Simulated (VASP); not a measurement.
All values below come from r2SCAN meta-GGA, VASP's PBE PAW potentials (set 64) (plane waves; VASP).

Input for VASP

INCAR:
```
! general
SYSTEM   =  GeMo
PREC     =  Accurate
ENCUT    =  400   ! plane-wave cut-off (eV)
LREAL    =  .FALSE.   ! projection in real space or not
LASPH    =  .TRUE.   ! aspherical one-centre terms

! electronic loop
EDIFF    =  1E-6   ! SCF stop (eV)
NELM     =  100
ALGO     =  Normal
LMAXMIX  =  4   ! l cut-off of mixed one-centre charges
LMIXTAU  =  .TRUE.

! smearing
ISMEAR   =  1   ! Methfessel-Paxton
SIGMA    =  0.1   ! width (eV)

! functional
METAGGA  =  R2SCAN

! ions
IBRION   =  2   ! conjugate gradients
NSW      =  60   ! most ionic steps
ISIF     =  3
EDIFFG   =  -0.01   ! ionic stop

! output
LWAVE    =  .FALSE.
LCHARG   =  .FALSE.
```

File KPOINTS:
```
Regular mesh
0
gamma
 11 11 10
0 0 0
```

POSCAR:
```
GeMo
1
    3.5265150000     0.0000000000     0.0000000000
   -1.7632580000     3.0540520000     0.0000000000
    0.0000000000     0.0000000000     3.4417040000
Mo Ge
1 1
Direct
  0.0000000000   0.0000000000   0.0000000000
  0.6666670000   0.3333330000   0.5000000000
```

POTCAR, in this order: Mo_sv Ge_d (PBE.64 set). Program: vasp_std.

The run wrote:

OSZICAR:
```
...
       N       E                     dE             d eps       ncg     rms          rms(c)
DAV:   1    -0.399489899216E+02   -0.12176E-01   -0.22307E-01  4424   0.717E+00    0.902E-01
DAV:   2    -0.399391120041E+02    0.98779E-02   -0.32359E-02  3570   0.186E+00    0.236E-01
DAV:   3    -0.399381823663E+02    0.92964E-03   -0.15266E-03  4152   0.684E-01    0.129E-01
DAV:   4    -0.399377404234E+02    0.44194E-03   -0.77394E-04  3912   0.403E-01    0.455E-02
DAV:   5    -0.399374796967E+02    0.26073E-03   -0.59036E-04  3612   0.286E-01    0.236E-02
DAV:   6    -0.399377926975E+02   -0.31300E-03   -0.31956E-04  3484   0.148E-01    0.768E-03
DAV:   7    -0.399378007702E+02   -0.80727E-05   -0.75123E-06  3616   0.216E-02    0.583E-03
DAV:   8    -0.399377992099E+02    0.15603E-05   -0.38444E-06  2712   0.157E-02    0.126E-03
DAV:   9    -0.399378001442E+02   -0.93428E-06   -0.10735E-06  2418   0.775E-03
   4 F= -.39937800E+02 E0= -.39937822E+02  d E =-.329721E+00
       N       E                     dE             d eps       ncg     rms          rms(c)
DAV:   1    -0.399407131903E+02   -0.29140E-02   -0.57055E-02  4424   0.364E+00    0.456E-01
DAV:   2    -0.399381834587E+02    0.25297E-02   -0.83238E-03  3570   0.940E-01    0.119E-01
DAV:   3    -0.399379479816E+02    0.23548E-03   -0.39179E-04  4190   0.346E-01    0.650E-02
DAV:   4    -0.399378390640E+02    0.10892E-03   -0.19753E-04  3896   0.205E-01    0.229E-02
DAV:   5    -0.399377725109E+02    0.66553E-04   -0.15282E-04  3614   0.146E-01    0.120E-02
DAV:   6    -0.399378538785E+02   -0.81368E-04   -0.82015E-05  3488   0.751E-02    0.383E-03
DAV:   7    -0.399378555298E+02   -0.16512E-05   -0.18471E-06  2730   0.108E-02    0.296E-03
DAV:   8    -0.399378550251E+02    0.50473E-06   -0.92115E-07  2008   0.853E-03
   5 F= -.39937855E+02 E0= -.39937875E+02  d E =-.329776E+00
       N       E                     dE             d eps       ncg     rms          rms(c)
DAV:   1    -0.404612219284E+02   -0.52337E+00   -0.17103E+01  3524   0.439E+01    0.450E+00
DAV:   2    -0.400900424968E+02    0.37118E+00   -0.60749E-01  3754   0.820E+00    0.237E+00
DAV:   3    -0.400030116498E+02    0.87031E-01   -0.18756E-01  4056   0.495E+00    0.662E-01
DAV:   4    -0.400028985463E+02    0.11310E-03   -0.46548E-02  3632   0.195E+00    0.250E-01
DAV:   5    -0.400041449515E+02   -0.12464E-02   -0.24562E-02  3502   0.152E+00    0.126E-01
DAV:   6    -0.400110392734E+02   -0.68943E-02   -0.60273E-03  3474   0.722E-01    0.358E-02
DAV:   7    -0.400110963934E+02   -0.57120E-04   -0.30645E-04  3680   0.188E-01    0.181E-02
DAV:   8    -0.400111478732E+02   -0.51480E-04   -0.54932E-05  3510   0.887E-02    0.654E-03
DAV:   9    -0.400111397645E+02    0.81087E-05   -0.17761E-05  3572   0.405E-02    0.194E-03
DAV:  10    -0.400111494097E+02   -0.96452E-05   -0.49343E-06  3480   0.239E-02    0.116E-03
DAV:  11    -0.400111475263E+02    0.18834E-05   -0.35357E-07  1820   0.593E-03    0.530E-04
DAV:  12    -0.400111486549E+02   -0.11287E-05   -0.98958E-08  1730   0.309E-03    0.192E-04
DAV:  13    -0.400111484304E+02    0.22450E-06   -0.14554E-08  1728   0.133E-03
   6 F= -.40011148E+02 E0= -.40011287E+02  d E =-.732934E-01
       N       E                     dE             d eps       ncg     rms          rms(c)
DAV:   1    -0.408366874767E+02   -0.82554E+00   -0.29232E+01  3562   0.577E+01    0.605E+00
DAV:   2    -0.401791670364E+02    0.65752E+00   -0.10392E+00  3734   0.106E+01    0.315E+00
DAV:   3    -0.400168921313E+02    0.16227E+00   -0.36577E-01  3998   0.703E+00    0.899E-01
DAV:   4    -0.400141755786E+02    0.27166E-02   -0.78618E-02  3634   0.259E+00    0.342E-01
DAV:   5    -0.400202600242E+02   -0.60844E-02   -0.41797E-02  3482   0.192E+00    0.168E-01
DAV:   6    -0.400305263044E+02   -0.10266E-01   -0.94093E-03  3490   0.901E-01    0.500E-02
DAV:   7    -0.400305816365E+02   -0.55332E-04   -0.71267E-04  3624   0.281E-01    0.266E-02
DAV:   8    -0.400307798600E+02   -0.19822E-03   -0.12919E-04  3564   0.126E-01    0.934E-03
DAV:   9    -0.400307553580E+02    0.24502E-04   -0.17808E-05  3632   0.365E-02    0.269E-03
DAV:  10    -0.400307778304E+02   -0.22472E-04   -0.58397E-06  3500   0.257E-02    0.113E-03
DAV:  11    -0.400307706853E+02    0.71452E-05   -0.75147E-07  2000   0.799E-03    0.511E-04
DAV:  12    -0.400307744827E+02   -0.37974E-05   -0.10939E-07  1740   0.329E-03    0.318E-04
DAV:  13    -0.400307731325E+02    0.13501E-05   -0.26944E-08  1730   0.156E-03    0.113E-04
DAV:  14    -0.400307741063E+02   -0.97374E-06   -0.43799E-09  1734   0.719E-04
   7 F= -.40030774E+02 E0= -.40030852E+02  d E =-.929191E-01
       N       E                     dE             d eps       ncg     rms          rms(c)
DAV:   1    -0.401096823062E+02   -0.78909E-01   -0.26781E+00  3610   0.183E+01    0.184E+00
DAV:   2    -0.400473346582E+02    0.62348E-01   -0.10678E-01  3688   0.333E+00    0.918E-01
DAV:   3    -0.400361886781E+02    0.11146E-01   -0.26713E-02  4174   0.219E+00    0.308E-01
DAV:   4    -0.400345845479E+02    0.16041E-02   -0.72646E-03  4192   0.980E-01    0.103E-01
DAV:   5    -0.400346874616E+02   -0.10291E-03   -0.33247E-03  3574   0.602E-01    0.508E-02
DAV:   6    -0.400355173592E+02   -0.82990E-03   -0.96025E-04  3500   0.287E-01    0.164E-02
DAV:   7    -0.400355627403E+02   -0.45381E-04   -0.56381E-05  3566   0.772E-02    0.708E-03
DAV:   8    -0.400355586134E+02    0.41269E-05   -0.96601E-06  3572   0.366E-02    0.282E-03
DAV:   9    -0.400355677282E+02   -0.91148E-05   -0.36376E-06  3526   0.197E-02    0.932E-04
DAV:  10    -0.400355625097E+02    0.52185E-05   -0.12009E-06  2474   0.120E-02    0.508E-04
DAV:  11    -0.400355636742E+02   -0.11645E-05   -0.56510E-08  1740   0.383E-03    0.190E-04
DAV:  12    -0.400355631737E+02    0.50047E-06   -0.13148E-08  1734   0.142E-03
   8 F= -.40035563E+02 E0= -.40035530E+02  d E =-.977081E-01
       N       E                     dE             d eps       ncg     rms          rms(c)
DAV:   1    -0.403239159741E+02   -0.28835E+00   -0.60137E+00  4428   0.386E+01    0.431E+00
DAV:   2    -0.400688462747E+02    0.25507E+00   -0.92549E-01  3556   0.944E+00    0.118E+00
DAV:   3    -0.400407878941E+02    0.28058E-01   -0.46470E-02  4194   0.353E+00    0.633E-01
DAV:   4    -0.400283107167E+02    0.12477E-01   -0.22596E-02  3926   0.215E+00    0.224E-01
DAV:   5    -0.400163392720E+02    0.11971E-01   -0.22677E-02  3638   0.171E+00    0.122E-01
DAV:   6    -0.400295432791E+02   -0.13204E-01   -0.11311E-02  3508   0.890E-01    0.383E-02
DAV:   7    -0.400295857944E+02   -0.42515E-04   -0.28100E-04  3774   0.150E-01    0.290E-02
DAV:   8    -0.400296181186E+02   -0.32324E-04   -0.58784E-05  3516   0.663E-02    0.123E-02
DAV:   9    -0.400296139816E+02    0.41370E-05   -0.12197E-05  3492   0.312E-02    0.362E-03
DAV:  10    -0.400296222767E+02   -0.82951E-05   -0.51094E-06  3470   0.212E-02    0.190E-03
DAV:  11    -0.400296226512E+02   -0.37451E-06   -0.15784E-07  1784   0.372E-03
   9 F= -.40029623E+02 E0= -.40029604E+02  d E =0.594052E-02
       N       E                     dE             d eps       ncg     rms          rms(c)
DAV:   1    -0.401712681584E+02   -0.14165E+00   -0.26894E+00  4420   0.247E+01    0.324E+00
DAV:   2    -0.400544512848E+02    0.11682E+00   -0.37374E-01  3674   0.644E+00    0.837E-01
DAV:   3    -0.400422004162E+02    0.12251E-01   -0.18652E-02  4122   0.241E+00    0.464E-01
DAV:   4    -0.400366598905E+02    0.55405E-02   -0.93395E-03  4004   0.139E+00    0.177E-01
DAV:   5    -0.400323043144E+02    0.43556E-02   -0.83878E-03  3614   0.105E+00    0.779E-02
DAV:   6    -0.400373008743E+02   -0.49966E-02   -0.44671E-03  3486   0.577E-01    0.279E-02
DAV:   7    -0.400373310423E+02   -0.30168E-04   -0.85880E-05  3698   0.784E-02    0.203E-02
DAV:   8    -0.400373370757E+02   -0.60334E-05   -0.50610E-05  3512   0.548E-02    0.572E-03
DAV:   9    -0.400373377214E+02   -0.64571E-06   -0.97426E-06  3480   0.279E-02
  10 F= -.40037338E+02 E0= -.40037309E+02  d E =-.177455E-02
```

### OUTCAR
```
------------------------ aborting loop because EDIFF is reached ----------------------------------------
  FORCE on cell =-STRESS in cart. coord.  units (eV):
  Direction    XX          YY          ZZ          XY          YZ          ZX
  --------------------------------------------------------------------------------------
  Total       -0.0169049     -0.0169049      0.0076087      0.0000000     -0.0000000      0.0000000
  in kB       -0.8546099     -0.8546101      0.3846473      0.0000001     -0.0000000      0.0000000
  external PRESSURE =      -0.4415243 kB  Pullay stress =       0.0000000 kB
  volume of cell :       31.69
      direct lattice vectors                 reciprocal lattice vectors
     3.212735169  0.000000049  0.000000000     0.311261258  0.179706799  0.000000000
    -1.606367998  2.782310561  0.000000000    -0.000000005  0.359413505  0.000000000
     0.000000000 -0.000000000  3.545486544    -0.000000000 -0.000000000  0.282048736
 POSITION                                       TOTAL-FORCE (eV/Angst)
 -----------------------------------------------------------------------------------
     -0.00000      0.00000      0.00000         0.000000      0.000000      0.000000
      1.60637      0.92744      1.77274        -0.000000     -0.000000      0.000000
 -----------------------------------------------------------------------------------
    total drift:                               -0.000736      0.000432      0.000000
  FREE ENERGIE OF THE ION-ELECTRON SYSTEM (eV)
  ---------------------------------------------------
  free  energy   TOTEN  =       -40.0373377214 eV

  energy  without entropy=      -40.0372526758  energy(sigma->0) =      -40.03730937

 reached required accuracy - stopping structural energy minimisation
```
(Selected blocks of OUTCAR.)

**CONTCAR**
```
GeMo
   1.00000000000000
     3.2127351692264807    0.0000000489623586    0.0000000000000000
    -1.6063679977219316    2.7823105614463182    0.0000000000000000
     0.0000000000000000   -0.0000000000000000    3.5454865443900996
  Mo              Ge
     1     1
Direct
     0.0000000000000000    0.0000000000000000    0.0000000000000000
     0.6666669999999968    0.3333330000000032    0.5000000000000000
```

Energy and stress use the plane-wave basis of the starting cell.

The structure was generated: GeMo was put into the WC type (P-6m2), which need not be its known phase. This run relaxes it. Symmetry was kept, so distortions that lower it aren't found.
